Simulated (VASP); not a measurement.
Given:

```
CELL_PARAMETERS angstrom
     10.93707     0.00000     0.00000
      0.00000    10.93707     0.00000
      0.00000     0.00000    10.93707
ATOMIC_POSITIONS crystal
  Si 0.50000 0.00000 0.00000
  Si 0.62500 0.12500 0.12500
  Si 0.75000 0.25000 0.00000
  Si 0.87500 0.37500 0.12500
  Si 0.75000 0.00000 0.25000
  Si 0.87500 0.12500 0.37500
  Si 0.00000 0.00000 0.00000
  Si 0.12500 0.12500 0.12500
  Si 0.25000 0.25000 0.00000
  Si 0.37500 0.37500 0.12500
  Si 0.50000 0.50000 0.00000
  Si 0.62500 0.62500 0.12500
  Si 0.75000 0.75000 0.00000
  Si 0.87500 0.87500 0.12500
  Si 0.25000 0.00000 0.25000
  Si 0.37500 0.12500 0.37500
  Si 0.50000 0.25000 0.25000
  Si 0.62543 0.37930 0.37866
  Si 0.75000 0.50000 0.25000
  Si 0.87500 0.62500 0.37500
  Si 0.50000 0.00000 0.50000
  Si 0.62500 0.12500 0.62500
  Si 0.75000 0.25000 0.50000
  Si 0.87500 0.37500 0.62500
  Si 0.75000 0.00000 0.75000
  Si 0.87500 0.12500 0.87500
  Si 0.00000 0.50000 0.00000
  Si 0.12500 0.62500 0.12500
  Si 0.25000 0.75000 0.00000
  Si 0.37500 0.87500 0.12500
  Si 0.00000 0.25000 0.25000
  Si 0.12500 0.37500 0.37500
  Si 0.25000 0.50000 0.25000
  Si 0.37597 0.62676 0.37537
  Si 0.50000 0.75000 0.25000
  Si 0.62500 0.87500 0.37500
  Si 0.00000 0.00000 0.50000
  Si 0.12500 0.12500 0.62500
  Si 0.25000 0.25000 0.50000
  Si 0.37612 0.37931 0.62652
  Si 0.62281 0.62123 0.62660
  Si 0.75000 0.75000 0.50000
  Si 0.87500 0.87500 0.62500
  Si 0.25000 0.00000 0.75000
  Si 0.37500 0.12500 0.87500
  Si 0.50000 0.25000 0.75000
  Si 0.62500 0.37500 0.87500
  Si 0.75000 0.50000 0.75000
  Si 0.87500 0.62500 0.87500
  Si 0.00000 0.75000 0.25000
  Si 0.12500 0.87500 0.37500
  Si 0.00000 0.50000 0.50000
  Si 0.12500 0.62500 0.62500
  Si 0.25000 0.75000 0.50000
  Si 0.37500 0.87500 0.62500
  Si 0.00000 0.25000 0.75000
  Si 0.12500 0.37500 0.87500
  Si 0.25000 0.50000 0.75000
  Si 0.37500 0.62500 0.87500
  Si 0.50000 0.75000 0.75000
  Si 0.62500 0.87500 0.87500
  Si 0.00000 0.75000 0.75000
  Si 0.12500 0.87500 0.87500
  Au 0.49951 0.49746 0.50355
```

All values below come from PBE GGA, VASP's PBE PAW potentials (set 64) (plane waves; VASP). Run with PREC = Normal, LREAL = Auto, ISYM = 0, EDIFF = 1E-5, 400 eV cut-off, 1×1×1 Γ-centred mesh, Gaussian smearing of 0.050 eV, potentials Si Au. Starting moments (MAGMOM): 64*0.0156. The cell's moment is fixed (NUPDOWN = 1).

The supercell is sampled at Γ alone, which is coarse: total energies, pressure and levels can be off, energies of defects by several tenths of an eV.

Problem. The ions are relaxed. What does this cell relax into?

Solution. 
```
CELL_PARAMETERS angstrom
     10.93707     0.00000     0.00000
      0.00000    10.93707     0.00000
      0.00000     0.00000    10.93707
ATOMIC_POSITIONS crystal
  Si 0.49994 0.00019 0.00037
  Si 0.62567 0.12459 0.12504
  Si 0.75000 0.24988 0.99986
  Si 0.87561 0.37419 0.12463
  Si 0.74992 0.99959 0.25026
  Si 0.87552 0.12456 0.37443
  Si 0.99994 0.99990 0.00001
  Si 0.12524 0.12516 0.12524
  Si 0.25022 0.25013 0.00042
  Si 0.37521 0.37531 0.12553
  Si 0.49997 0.49993 0.00016
  Si 0.62488 0.62493 0.12515
  Si 0.74996 0.74998 0.00006
  Si 0.87474 0.87478 0.12522
  Si 0.25029 0.00064 0.25030
  Si 0.37559 0.12580 0.37529
  Si 0.50087 0.25032 0.24987
  Si 0.62873 0.37288 0.37184
  Si 0.75086 0.49970 0.24915
  Si 0.87481 0.62489 0.37519
  Si 0.50000 0.00004 0.50003
  Si 0.62471 0.12554 0.62471
  Si 0.75040 0.24992 0.49947
  Si 0.87485 0.37508 0.62498
  Si 0.74975 0.00037 0.74976
  Si 0.87487 0.12504 0.87478
  Si 0.99989 0.49997 0.00048
  Si 0.12434 0.62561 0.12461
  Si 0.24988 0.75014 0.99993
  Si 0.37432 0.87573 0.12479
  Si 0.00048 0.25020 0.25021
  Si 0.12558 0.37556 0.37506
  Si 0.24940 0.50094 0.24911
  Si 0.37151 0.62800 0.37109
  Si 0.49946 0.75052 0.24932
  Si 0.62475 0.87445 0.37530
  Si 0.99978 0.99994 0.50010
  Si 0.12484 0.12465 0.62565
  Si 0.25005 0.25031 0.50045
  Si 0.37126 0.37232 0.63039
  Si 0.62870 0.62726 0.63037
  Si 0.74973 0.74953 0.50061
  Si 0.87491 0.87518 0.62556
  Si 0.25018 0.99968 0.74988
  Si 0.37441 0.12431 0.87567
  Si 0.49955 0.24958 0.75088
  Si 0.62506 0.37502 0.87511
  Si 0.75123 0.50028 0.75144
  Si 0.87597 0.62552 0.87584
  Si 0.99974 0.75006 0.25012
  Si 0.12467 0.87572 0.37446
  Si 0.00003 0.50000 0.50002
  Si 0.12520 0.62501 0.62477
  Si 0.24966 0.75036 0.49932
  Si 0.37514 0.87458 0.62479
  Si 0.99980 0.25004 0.74994
  Si 0.12411 0.37427 0.87610
  Si 0.24870 0.49997 0.75149
  Si 0.37503 0.62506 0.87522
  Si 0.50033 0.75039 0.75070
  Si 0.62553 0.87579 0.87553
  Si 0.00013 0.75002 0.74985
  Si 0.12515 0.87489 0.87475
  Au 0.49880 0.49986 0.50004
``` The cell ends with 1.00 μB, on the first 30 sites 0.01 0.00 0.00 0.02 0.00 0.02 0.00 0.00 0.00 0.00 0.00 0.00 0.00 0.00 0.00 0.00 -0.01 0.08 0.01 0.00 0.00 0.00 0.01 0.00 0.00 0.00 0.01 0.00 0.00 0.02 μB.

Problem. How much energy does the relaxation gain?

Solution. The energy (σ→0) changes by -3.7 meV/atom, in 8 ionic steps.

The cell is a supercell with a defect, built from Si (diamond): Au_Si.
